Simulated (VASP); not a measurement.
# CsRe (F-43m) in VASP: reference runs, part 2 of 2

VASP 6.6.1. The steps go on from the part before.

## Step 4: Equation of state, PBE, 28.72 Å³/atom (volume scaled by 0.94)

The input, INCAR:

```
SYSTEM = CsRe
PREC     = Accurate       ! precision mode
ENCUT    = 520            ! plane-wave cutoff, eV
EDIFF    = 1E-7           ! SCF threshold, eV
ISMEAR   = -1             ! smearing method
SIGMA    = 0.05           ! smearing width, eV
LREAL    = .False.        ! projectors in reciprocal space
LASPH    = .True.         ! aspherical terms in the spheres
NELM     = 60             ! most SCF steps
ALGO     = Normal         ! electronic algorithm
ISIF     = 2              ! what is computed and relaxed
LWAVE    = .False.        ! write WAVECAR
LCHARG   = .False.        ! write CHGCAR
GGA      = PE             ! functional
NBANDS   = 15             ! bands
```

The input, KPOINTS:

```
Automatic mesh
0
Gamma
  7 7 7
  0 0 0
```

The input, POSCAR:

```
CsRe
1.0
    0.0000000000      3.0623135220      3.0623135220
    3.0623135220      0.0000000000      3.0623135220
    3.0623135220      3.0623135220      0.0000000000
Cs Re
1 1
Direct
    0.2500000000      0.2500000000      0.2500000000
    0.0000000000      0.0000000000      0.0000000000
```

Started as:

```sh
> cat potpaw_PBE.64/Cs_sv/POTCAR potpaw_PBE.64/Re/POTCAR > POTCAR
> mpirun -np 1 vasp_std > vasp.out
```

Run time: 15 s. Hardware: 1 thread of Intel Xeon Platinum 8259CL at 2.50GHz (Skylake/Cascade Lake), shared host; peak memory 0.18 GiB.

Results (log left out):

```
Free energy            : -4.7264 eV
Pressure               : 5.3 GPa
Band gap on the k mesh : none (metal or under the smearing width)
```

## Step 5: Equation of state, PBE, 29.33 Å³/atom (volume scaled by 0.96)

The input, INCAR:

```
PREC     = Accurate       # precision mode
ENCUT    = 520            # plane-wave cutoff, eV
EDIFF    = 1E-7           # SCF threshold, eV
ISMEAR   = -1             # smearing method
SIGMA    = 0.05           # smearing width, eV
LREAL    = F              # projectors in reciprocal space
LASPH    = T              # aspherical terms in the spheres
NELM     = 60             # most SCF steps
ALGO     = Normal         # electronic algorithm
ISIF     = 2              # what is computed and relaxed
LWAVE    = F              # write WAVECAR
LCHARG   = F              # write CHGCAR
GGA      = PE             # functional
NBANDS   = 15             # bands
```

The input, KPOINTS:

```
Automatic mesh
0
Gamma
  7 7 7
```

The input, POSCAR:

```
CsRe
1.0
    0.0000000000      3.0838798208      3.0838798208
    3.0838798208      0.0000000000      3.0838798208
    3.0838798208      3.0838798208      0.0000000000
Cs Re
1 1
Direct
    0.2500000000      0.2500000000      0.2500000000
    0.0000000000      0.0000000000      0.0000000000
```

Started as:

```sh
> cat potpaw_PBE.64/Cs_sv/POTCAR potpaw_PBE.64/Re/POTCAR > POTCAR
> mpirun -np 1 vasp_std > vasp.out
```

Wall time 15 s (1 thread of Intel Xeon Platinum 8259CL at 2.50GHz (Skylake/Cascade Lake), shared host); peak memory 0.18 GiB.

The run converged. Its results:

| Quantity | Value |
| --- | --- |
| Free energy | -4.7634 eV |
| Pressure | 4.3 GPa |
| Band gap on the k mesh | none (metal or under the smearing width) |

## Step 6: Equation of state, PBE, 29.94 Å³/atom (volume scaled by 0.98)

The input, INCAR:

```
SYSTEM = CsRe
  ALGO = Normal
  EDIFF = 1E-7
  ENCUT = 520
  GGA = PE
  ISIF = 2
  ISMEAR = -1
  LASPH = .True.
  LCHARG = .False.
  LREAL = .False.
  LWAVE = .False.
  NBANDS = 15
  NELM = 100
  PREC = Accurate
  SIGMA = 0.05
```

The input, KPOINTS:

```
k-points
0
Gamma
  7 7 7
  0 0 0
```

The input, POSCAR:

```
CsRe
1.0
    0.0000000000      3.1051486296      3.1051486296
    3.1051486296      0.0000000000      3.1051486296
    3.1051486296      3.1051486296      0.0000000000
Cs Re
1 1
Direct
    0.2500000000      0.2500000000      0.2500000000
    0.0000000000      0.0000000000      0.0000000000
```

Potentials or basis: VASP PAW PBE potentials, release 64 (Cs_sv, Re).

Started as:

```sh
> cat potpaw_PBE.64/Cs_sv/POTCAR potpaw_PBE.64/Re/POTCAR > POTCAR
> mpirun -np 1 vasp_std > vasp.out
```

It took 23 s on 1 thread of Intel Xeon Platinum 8259CL at 2.50GHz (Skylake/Cascade Lake), shared host; peak memory 0.2 GiB.

The run converged. Its results:

```yaml
Free_energy: -4.7936 eV
Pressure: 3.6 GPa
Band_gap_on_the_k_mesh: none (metal or under the smearing width)
```

## Step 7: Equation of state, PBE, 31.16 Å³/atom (volume scaled by 1.02)

The input, INCAR:

```
PREC     = Accurate       # precision mode
ENCUT    = 520            # plane-wave cutoff, eV
EDIFF    = 1E-7           # SCF threshold, eV
ISMEAR   = -1             # smearing method
SIGMA    = 0.05           # smearing width, eV
LREAL    = False          # projectors in reciprocal space
LASPH    = True           # aspherical terms in the spheres
NELM     = 80             # most SCF steps
ALGO     = Normal         # electronic algorithm
ISIF     = 2              # what is computed and relaxed
LWAVE    = False          # write WAVECAR
LCHARG   = False          # write CHGCAR
GGA      = PE             # functional
NBANDS   = 15             # bands
```

The input, KPOINTS:

```
Automatic mesh
0
Gamma
  7 7 7
```

The input, POSCAR:

```
CsRe
1.0
    0.0000000000      3.1468334510      3.1468334510
    3.1468334510      0.0000000000      3.1468334510
    3.1468334510      3.1468334510      0.0000000000
Cs Re
1 1
Direct
    0.2500000000      0.2500000000      0.2500000000
    0.0000000000      0.0000000000      0.0000000000
```

Started as:

```sh
> cat potpaw_PBE.64/Cs_sv/POTCAR potpaw_PBE.64/Re/POTCAR > POTCAR
> mpirun -np 1 vasp_std > vasp.out
```

Run time: 21 s. Hardware: 1 thread of Intel Xeon Platinum 8259CL at 2.50GHz (Skylake/Cascade Lake), shared host; peak memory 0.2 GiB.

The run converged. Its results:

```yaml
Free_energy: -4.8381 eV
Pressure: 2.2 GPa
Band_gap_on_the_k_mesh: none (metal or under the smearing width)
```

## Step 8: Equation of state, PBE, 31.77 Å³/atom (volume scaled by 1.04)

The input, INCAR:

```
SYSTEM = CsRe
  ALGO = Normal
  EDIFF = 1E-7
  ENCUT = 520
  GGA = PE
  ISIF = 2
  ISMEAR = -1
  LASPH = .TRUE.
  LCHARG = .FALSE.
  LREAL = .FALSE.
  LWAVE = .FALSE.
  NBANDS = 15
  NELM = 60
  PREC = Accurate
  SIGMA = 0.05
```

The input, KPOINTS:

```
k-points
0
G
  7 7 7
  0 0 0
```

The input, POSCAR:

```
CsRe
1.0
    0.0000000000      3.1672680071      3.1672680071
    3.1672680071      0.0000000000      3.1672680071
    3.1672680071      3.1672680071      0.0000000000
Cs Re
1 1
Direct
    0.2500000000      0.2500000000      0.2500000000
    0.0000000000      0.0000000000      0.0000000000
```

Started as:

```sh
> cat potpaw_PBE.64/Cs_sv/POTCAR potpaw_PBE.64/Re/POTCAR > POTCAR
> mpirun -np 1 vasp_std > vasp.out
```

Wall time 21 s (1 thread of Intel Xeon Platinum 8259CL at 2.50GHz (Skylake/Cascade Lake), shared host); peak memory 0.2 GiB.

The run converged. Its results:

| Property | Result |
| --- | --- |
| Free energy | -4.8531 eV |
| Pressure | 1.6 GPa |
| Band gap on the k mesh | none (metal or under the smearing width) |

## Step 9: Equation of state, PBE, 32.38 Å³/atom (volume scaled by 1.06)

The input, INCAR:

```
PREC     = Accurate       # precision mode
ENCUT    = 520            # plane-wave cutoff, eV
EDIFF    = 1E-7           # SCF threshold, eV
ISMEAR   = -1             # smearing method
SIGMA    = 0.05           # smearing width, eV
LREAL    = False          # projectors in reciprocal space
LASPH    = True           # aspherical terms in the spheres
NELM     = 100            # most SCF steps
ALGO     = Normal         # electronic algorithm
ISIF     = 2              # what is computed and relaxed
LWAVE    = False          # write WAVECAR
LCHARG   = False          # write CHGCAR
GGA      = PE             # functional
NBANDS   = 15             # bands
```

The input, KPOINTS:

```
regular mesh
0
Gamma
  7 7 7
```

The input, POSCAR:

```
CsRe
1.0
    0.0000000000      3.1874422326      3.1874422326
    3.1874422326      0.0000000000      3.1874422326
    3.1874422326      3.1874422326      0.0000000000
Cs Re
1 1
Direct
    0.2500000000      0.2500000000      0.2500000000
    0.0000000000      0.0000000000      0.0000000000
```

Potentials or basis: VASP PAW PBE potentials, release 64 (Cs_sv, Re).

Started as:

```sh
> cat potpaw_PBE.64/Cs_sv/POTCAR potpaw_PBE.64/Re/POTCAR > POTCAR
> mpirun -np 1 vasp_std > vasp.out
```

OUTCAR:

```text
PREC = Accurate
   ENCUT = 520
   EDIFF = 1E-7
   ISMEAR = -1
   LREAL = False
   LASPH = True
   NELM = 100
   ISIF = 2
   GGA = PE

 Found     20 irreducible k-points:

 Following reciprocal coordinates:
            Coordinates               Weight
  0.000000  0.000000  0.000000      1.000000
  0.142857  0.000000  0.000000      8.000000
  0.285714  0.000000  0.000000      8.000000
  0.428571  0.000000  0.000000      8.000000
  0.142857  0.142857  0.000000      6.000000
[... 185 lines left out ...]
------------------------ aborting loop because EDIFF is reached ----------------------------------------

  FORCE on cell =-STRESS in cart. coord.  units (eV):
  Direction    XX          YY          ZZ          XY          YZ          ZX
  --------------------------------------------------------------------------------------
  -------------------------------------------------------------------------------------
  Total        0.4487921      0.4487921      0.4487921     -0.0000000     -0.0000000     -0.0000000
  in kB       11.1019383     11.1019383     11.1019383     -0.0000000     -0.0000000     -0.0000000
  external PRESSURE =      11.1019383 kB  Pullay stress =       0.0000000 kB

 VOLUME and BASIS-vectors are now :
 -----------------------------------------------------------------------------
  energy-cutoff  :      520.00
  volume of cell :       64.77
      direct lattice vectors                 reciprocal lattice vectors
     0.000000000  3.187442233  3.187442233    -0.156865588  0.156865588  0.156865588
     3.187442233  0.000000000  3.187442233     0.156865588 -0.156865588  0.156865588
     3.187442233  3.187442233  0.000000000     0.156865588  0.156865588 -0.156865588

 POSITION                                       TOTAL-FORCE (eV/Angst)
 -----------------------------------------------------------------------------------
      1.59372      1.59372      1.59372        -0.000000     -0.000000     -0.000000
      0.00000      0.00000      0.00000         0.000000      0.000000      0.000000
 -----------------------------------------------------------------------------------
    total drift:                                0.000000      0.000000      0.000000

  FREE ENERGIE OF THE ION-ELECTRON SYSTEM (eV)
  ---------------------------------------------------
  free  energy   TOTEN  =        -4.8638531712 eV

  energy  without entropy=       -4.7979556700  energy(sigma->0) =       -4.83090442
```

OSZICAR:

```text
N       E                     dE             d eps       ncg     rms          rms(c)
DAV:   1     0.750445804824E+02    0.75045E+02   -0.67707E+03   907   0.992E+02
DAV:   2    -0.980856155207E+00   -0.76025E+02   -0.70350E+02   978   0.220E+02
DAV:   3    -0.512349659742E+01   -0.41426E+01   -0.40936E+01   928   0.540E+01
DAV:   4    -0.515823870094E+01   -0.34742E-01   -0.34629E-01   690   0.410E+00
DAV:   5    -0.515968996518E+01   -0.14513E-02   -0.14507E-02  1030   0.868E-01    0.111E+01
DAV:   6    -0.492426170526E+01    0.23543E+00   -0.33919E-01   949   0.689E+00    0.722E+00
DAV:   7    -0.488628855833E+01    0.37973E-01   -0.21370E-01  1036   0.917E+00    0.116E+00
DAV:   8    -0.486423382698E+01    0.22055E-01   -0.42982E-02   977   0.366E+00    0.274E-01
DAV:   9    -0.486377116965E+01    0.46266E-03   -0.32054E-03   963   0.400E-01    0.662E-02
DAV:  10    -0.486387125660E+01   -0.10009E-03   -0.39748E-04   977   0.291E-01    0.402E-02
DAV:  11    -0.486384957034E+01    0.21686E-04   -0.10146E-04   970   0.870E-02    0.853E-03
DAV:  12    -0.486385309539E+01   -0.35251E-05   -0.98950E-06   942   0.236E-02    0.405E-03
DAV:  13    -0.486385317119E+01   -0.75804E-07   -0.21844E-07   804   0.715E-03
   1 F= -.48638532E+01 E0= -.48309044E+01  d E =-.658975E-01
```

Wall time 21 s (1 thread of Intel Xeon Platinum 8259CL at 2.50GHz (Skylake/Cascade Lake), shared host); peak memory 0.2 GiB.

Results:

```yaml
Free_energy: -4.8639 eV
Pressure: 1.1 GPa
Band_gap_on_the_k_mesh: none (metal or under the smearing width)
```

## Step 10: Equation of state, PBE

This step only gathers the single runs of the series.

Results:

- Equilibrium volume: 34.04 Å³/atom (rough: see the caveat)
- Bulk modulus: 21 GPa (rough)

Energy against volume, from the lowest point:
| volume (Å³/atom) | energy (meV/atom) |
| --- | --- |
| 28.718 | 68.72 |
| 29.329 | 50.24 |
| 29.940 | 35.13 |
| 30.551 | 22.76 |
| 31.162 | 12.89 |
| 31.773 | 5.37 |
| 32.384 | 0.00 |

Caveat: the fit is doubtful: noisy points or a state that changes with volume; the minimum lies outside the volumes run.

## Step 11: The runs side by side

```csv
task,cell,gap on the mesh (eV),pressure (GPa)
single point,as given,none,2.9
single point,"atoms moved at random, drawn with an rms of 0.05 Å",none,2.9
equation of state,as given,-,-
```

Alike in all rows: level PBE; potentials or basis VASP PAW PBE potentials, release 64 (Cs_sv, Re); no spin polarisation; k mesh 7 × 7 × 7; cutoff (eV) 520; smearing fermi-dirac 0.05 eV.

Caveats: the fit is doubtful: noisy points or a state that changes with volume (some runs); the minimum lies outside the volumes run (some runs).

Total energies depend on the potentials used, so only differences within one code and one set of settings carry meaning.
